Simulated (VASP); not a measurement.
These are LDA (Ceperley-Alder, Perdew-Zunger), VASP's LDA PAW potentials (set 64) (plane waves; VASP) values and carry that method's errors.

A VASP calculation is set up with these files.

### INCAR
```
SYSTEM = Zn
PREC = Accurate; ENCUT = 520; LREAL = .FALSE.
LASPH = .TRUE.
EDIFF = 1E-7; NELM = 100; ALGO = Normal
LMAXMIX = 4
ISMEAR = 1; SIGMA = 0.1
IBRION = 2; NSW = 30; ISIF = 4
EDIFFG = -0.01
LWAVE = .FALSE.; LCHARG = .FALSE.
```

### KPOINTS
```
K-points
0
G
  16 16 8
0 0 0
```

POSCAR:
```
Zn
1
    1.2906914648    -2.2355435890     0.0000000000
    1.2906914648     2.2355435890     0.0000000000
    0.0000000000     0.0000000000     4.5420921928
Zn
2
Direct
  0.3333330000   0.6666670000   0.2500000000
  0.6666670000   0.3333330000   0.7500000000
```

POTCAR, in this order: Zn (LDA.64 set). Program: vasp_std.

The run wrote:

### OSZICAR
```
       N       E                     dE             d eps       ncg     rms          rms(c)
DAV:   1     0.955638401882E+02    0.95564E+02   -0.12945E+04  4928   0.250E+03
DAV:   2    -0.142094298822E+01   -0.96985E+02   -0.95442E+02  4888   0.307E+02
DAV:   3    -0.408222213641E+01   -0.26613E+01   -0.26569E+01  5888   0.632E+01
DAV:   4    -0.408962609564E+01   -0.74040E-02   -0.74036E-02  5760   0.328E+00
DAV:   5    -0.408963681808E+01   -0.10722E-04   -0.10722E-04  5824   0.104E-01    0.564E+00
DAV:   6    -0.377895683765E+01    0.31068E+00   -0.13618E+00  4944   0.276E+01    0.391E+00
DAV:   7    -0.375495126281E+01    0.24006E-01   -0.51976E-02  6112   0.445E+00    0.195E+00
DAV:   8    -0.374448037448E+01    0.10471E-01   -0.29695E-03  6936   0.883E-01    0.534E-02
DAV:   9    -0.374444134930E+01    0.39025E-04   -0.25281E-04  6424   0.223E-01    0.261E-02
DAV:  10    -0.374444379717E+01   -0.24479E-05   -0.16259E-05  5856   0.421E-02    0.228E-03
DAV:  11    -0.374444382685E+01   -0.29680E-07   -0.78399E-07  5800   0.124E-02
   1 F= -.37444438E+01 E0= -.37444449E+01  d E =-.374444E+01
       N       E                     dE             d eps       ncg     rms          rms(c)
DAV:   1    -0.378986935073E+01   -0.45426E-01   -0.80477E-01  5696   0.871E+00    0.122E+00
DAV:   2    -0.376423541660E+01    0.25634E-01   -0.25459E-02  5264   0.316E+00    0.731E-01
DAV:   3    -0.375059785623E+01    0.13638E-01   -0.17817E-02  6808   0.251E+00    0.887E-02
DAV:   4    -0.375073433483E+01   -0.13648E-03   -0.19426E-03  5176   0.518E-01    0.537E-02
DAV:   5    -0.375072574111E+01    0.85937E-05   -0.23060E-05  5736   0.100E-01    0.721E-03
DAV:   6    -0.375072436126E+01    0.13798E-05   -0.20249E-06  6592   0.258E-02    0.164E-03
DAV:   7    -0.375072438017E+01   -0.18906E-07   -0.23197E-07  4400   0.617E-03
   2 F= -.37507244E+01 E0= -.37507636E+01  d E =-.628055E-02
       N       E                     dE             d eps       ncg     rms          rms(c)
DAV:   1    -0.376599889754E+01   -0.15275E-01   -0.27632E-01  5672   0.510E+00    0.714E-01
DAV:   2    -0.375712510513E+01    0.88738E-02   -0.86861E-03  5208   0.187E+00    0.427E-01
DAV:   3    -0.375244639138E+01    0.46787E-02   -0.61437E-03  6792   0.146E+00    0.516E-02
DAV:   4    -0.375249291681E+01   -0.46525E-04   -0.67200E-04  5112   0.307E-01    0.301E-02
DAV:   5    -0.375248992520E+01    0.29916E-05   -0.67544E-06  5776   0.636E-02    0.324E-03
DAV:   6    -0.375248962069E+01    0.30451E-06   -0.50892E-07  4984   0.117E-02    0.104E-03
DAV:   7    -0.375248962883E+01   -0.81400E-08   -0.13910E-07  3264   0.528E-03
   3 F= -.37524896E+01 E0= -.37523436E+01  d E =-.804580E-02
       N       E                     dE             d eps       ncg     rms          rms(c)
DAV:   1    -0.380663563646E+01   -0.54146E-01   -0.11062E+00  5704   0.102E+01    0.142E+00
DAV:   2    -0.377123462053E+01    0.35401E-01   -0.35497E-02  5248   0.363E+00    0.851E-01
DAV:   3    -0.375264246612E+01    0.18592E-01   -0.25007E-02  6712   0.284E+00    0.103E-01
DAV:   4    -0.375282713116E+01   -0.18467E-03   -0.25973E-03  5128   0.592E-01    0.637E-02
DAV:   5    -0.375281398008E+01    0.13151E-04   -0.34582E-05  5496   0.109E-01    0.848E-03
DAV:   6    -0.375281194347E+01    0.20366E-05   -0.31473E-06  6592   0.297E-02    0.186E-03
DAV:   7    -0.375281197302E+01   -0.29551E-07   -0.30944E-07  4976   0.681E-03
   4 F= -.37528120E+01 E0= -.37528144E+01  d E =-.836815E-02
       N       E                     dE             d eps       ncg     rms          rms(c)
DAV:   1    -0.376906474762E+01   -0.16253E-01   -0.32330E-01  5672   0.553E+00    0.773E-01
DAV:   2    -0.375868118106E+01    0.10384E-01   -0.98114E-03  5256   0.197E+00    0.462E-01
DAV:   3    -0.375329309771E+01    0.53881E-02   -0.69736E-03  6792   0.155E+00    0.561E-02
DAV:   4    -0.375334457893E+01   -0.51481E-04   -0.78322E-04  5160   0.333E-01    0.291E-02
DAV:   5    -0.375334204517E+01    0.25338E-05   -0.58746E-06  5832   0.850E-02    0.266E-03
DAV:   6    -0.375334198064E+01    0.64536E-07   -0.65716E-07  5064   0.129E-02
   5 F= -.37533420E+01 E0= -.37532502E+01  d E =-.889815E-02
       N       E                     dE             d eps       ncg     rms          rms(c)
DAV:   1    -0.375520726787E+01   -0.18652E-02   -0.37221E-02  5664   0.187E+00    0.262E-01
DAV:   2    -0.375401655914E+01    0.11907E-02   -0.11550E-03  5224   0.683E-01    0.157E-01
DAV:   3    -0.375339038097E+01    0.62618E-03   -0.82283E-04  6776   0.528E-01    0.190E-02
DAV:   4    -0.375339634657E+01   -0.59656E-05   -0.87975E-05  5088   0.110E-01    0.107E-02
DAV:   5    -0.375339586647E+01    0.48009E-06   -0.79539E-07  5720   0.255E-02    0.862E-04
DAV:   6    -0.375339584318E+01    0.23294E-07   -0.65066E-08  2824   0.335E-03
   6 F= -.37533958E+01 E0= -.37533319E+01  d E =-.895202E-02
```

OUTCAR:
```
------------------------ aborting loop because EDIFF is reached ----------------------------------------
  FORCE on cell =-STRESS in cart. coord.  units (eV):
  Direction    XX          YY          ZZ          XY          YZ          ZX
  --------------------------------------------------------------------------------------
  Total        0.7394985      0.7394987      0.7146460      0.0000000     -0.0000000     -0.0000000
  in kB       45.2018630     45.2018796     43.6827585      0.0000000     -0.0000000     -0.0000000
  external PRESSURE =      44.6955004 kB  Pullay stress =       0.0000000 kB
  volume of cell :       26.21
      direct lattice vectors                 reciprocal lattice vectors
     1.274367228 -2.207269192 -0.000000000     0.392351584 -0.226524251  0.000000000
     1.274367228  2.207269192 -0.000000000     0.392351584  0.226524251  0.000000000
     0.000000000  0.000000000  4.659202960     0.000000000 -0.000000000  0.214628985
 POSITION                                       TOTAL-FORCE (eV/Angst)
 -----------------------------------------------------------------------------------
      1.27437      0.73576      1.16480        -0.000000      0.000000      0.000000
      1.27437     -0.73576      3.49440         0.000000     -0.000000     -0.000000
 -----------------------------------------------------------------------------------
    total drift:                               -0.000000      0.000059      0.000004
  FREE ENERGIE OF THE ION-ELECTRON SYSTEM (eV)
  ---------------------------------------------------
  free  energy   TOTEN  =        -3.7533958432 eV

  energy  without entropy=       -3.7532040256  energy(sigma->0) =       -3.75333190

 reached required accuracy - stopping structural energy minimisation
```
(Selected blocks of OUTCAR.)

**CONTCAR**
```
Zn
   1.00000000000000
     1.2743672278353535   -2.2072691923910104   -0.0000000000000000
     1.2743672278353535    2.2072691923910104   -0.0000000000000000
     0.0000000000000000    0.0000000000000000    4.6592029601520553
  Zn
     2
Direct
     0.3333330000000032    0.6666669999999968    0.2500000000000000
     0.6666669999999968    0.3333330000000032    0.7500000000000000
```

**OUTCAR**
```
 val. band max:        4.0785825788   @ k =   0.3750   0.0625   0.0000

 cond. band min:       4.1477399882   @ k =   0.1875   0.1875   0.0000


 Fermi energy:         4.0883643853

 k-point     1 :       0.0000    0.0000    0.0000
  band No.  band energies     occupation
      1      -7.6164      2.00000
      2      -5.3541      2.00000
      3      -4.4205      2.00000
      4      -4.1446      2.00000
      5      -4.1446      2.00000
      6      -4.0721      2.00000
      7      -4.0721      2.00000
      8      -3.6685      2.00000
      9      -3.6685      2.00000
     10      -3.3724      2.00000
     11      -3.3724      2.00000
     12      -0.2753      2.00000
     13       1.2789      2.00000
     14      19.5568      0.00000
     15      23.0296      0.00000
     16      23.0296      0.00000

 k-point     2 :       0.0625   -0.0000    0.0000
  band No.  band energies     occupation
      1      -7.4894      2.00000
      2      -5.2929      2.00000
      3      -4.4068      2.00000
      4      -4.1584      2.00000
      5      -4.1101      2.00000
      6      -4.0885      2.00000
      7      -4.0395      2.00000
      8      -3.7006      2.00000
      9      -3.6831      2.00000
     10      -3.4733      2.00000
     11      -3.3699      2.00000
     12      -0.0418      2.00000
     13       1.3375      2.00000
     14      19.7012      0.00000
     15      20.6922      0.00000
     16      21.8061      0.00000

 k-point     3 :       0.1250   -0.0000    0.0000
  band No.  band energies     occupation
      1      -7.1149      2.00000
      2      -5.1293      2.00000
      3      -4.3830      2.00000
      4      -4.1866      2.00000
      5      -4.1137      2.00000
      6      -4.0103      2.00000
      7      -3.9455      2.00000
      8      -3.8369      2.00000
      9      -3.7227      2.00000
     10      -3.6563      2.00000
     11      -3.3650      2.00000
     12       0.5816      2.00000
     13       1.5245      2.00000
...
```

The compound is Zn in the hcp structure. This cell is one point of a volume scan, at 0.97 of the reference volume. Symmetry was kept, so distortions that lower it aren't found.
